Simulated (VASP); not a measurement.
Consider the following.

```xyz
2
Lattice="2.9900 0.0000 0.0000 0.0000 2.9900 0.0000 0.0000 0.0000 2.9900" Properties=species:S:1:pos:R:3 pbc="T T T"
Ti     0.0000     0.0000     0.0000
Co     1.4950     1.4950     1.4950
```

Level of theory: PBE GGA, VASP's PBE PAW potentials (set 64) (plane waves; VASP). Numerical set-up: 480 eV cut-off, 11×11×11 Γ-centred mesh, first-order Methfessel-Paxton smearing of 0.10 eV, potentials Ti_sv Co.

Energy and stress use the plane-wave basis of the starting cell.

Problem. The ions, cell shape and volume are relaxed. What does this cell relax into?

Solution. 
```xyz
2
Lattice="2.9693 0.0000 0.0000 0.0000 2.9693 0.0000 0.0000 0.0000 2.9693" Properties=species:S:1:pos:R:3 pbc="T T T"
Ti     0.0000     0.0000     0.0000
Co     1.4846     1.4846     1.4846
```
Space group Pm-3m (221), at a tolerance of 0.03 Å.

Problem. How do energy and volume change from the first to the last step?

Solution. The energy (σ→0) changes by -3.2 meV/atom and the volume by -2.1 %, in 3 ionic steps.

The compound is TiCo in the CsCl type structure. This run relaxes it. Symmetry was kept, so distortions that lower it aren't found. The run is not spin-polarised, so no magnetic state was tried. The electron count is odd and the run is not spin-polarised, which forces a metal.
